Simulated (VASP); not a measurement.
These are PBEsol GGA, VASP's PBE PAW potentials (set 64) (plane waves; VASP 6.6.1) values and carry that method's errors.

A VASP calculation is set up with these files.

INCAR:
```
ALGO = Normal
EDIFF = 1E-7
ENCUT = 480
GGA = PS
ISIF = 2
ISMEAR = 1
LASPH = .True.
LCHARG = .False.
LMAXMIX = 6
LREAL = .False.
LWAVE = .False.
NELM = 100
PREC = Accurate
SIGMA = 0.1
SYSTEM = GdBi
```

File KPOINTS:
```
Automatic mesh
0
G
10 10 10
```

File POSCAR:
```
GdBi
1.0
  2.1280109513   1.2797993512   3.4742480677
 -2.1280109513   1.2797993512   3.4742480677
  0.0000000000  -2.5595995405   3.4742480346
Gd Bi
1 1
Direct
  0.7499824806   0.7499824806   0.7499824806
  0.2500175194   0.2500175194   0.2500175194
```

POTCAR, in this order: Gd_3 Bi_d (PBE.64 set). Program: vasp_std.

Q: What will the output report for the number of irreducible k-points (NKPTS), number of bands (NBANDS), largest plane-wave count, number of space-group operations, FFT grid (NGX, NGY, NGZ)?

A: 
```
Property                                      Result
--------------------------------------  ------------
number of irreducible k-points (NKPTS)           282
number of bands (NBANDS)                          16
largest plane-wave count                        1376
number of space-group operations                   2
FFT grid (NGX, NGY, NGZ)                32 × 32 × 32
```

The structure was generated: GdBi was put into the alpha-GeTe type (R3m), which need not be its known phase. This cell was strained or had an atom moved on purpose. The 4f electrons are frozen in the core of the lanthanide potential, so 4f levels, which can set the real gap, and their magnetism are missing.
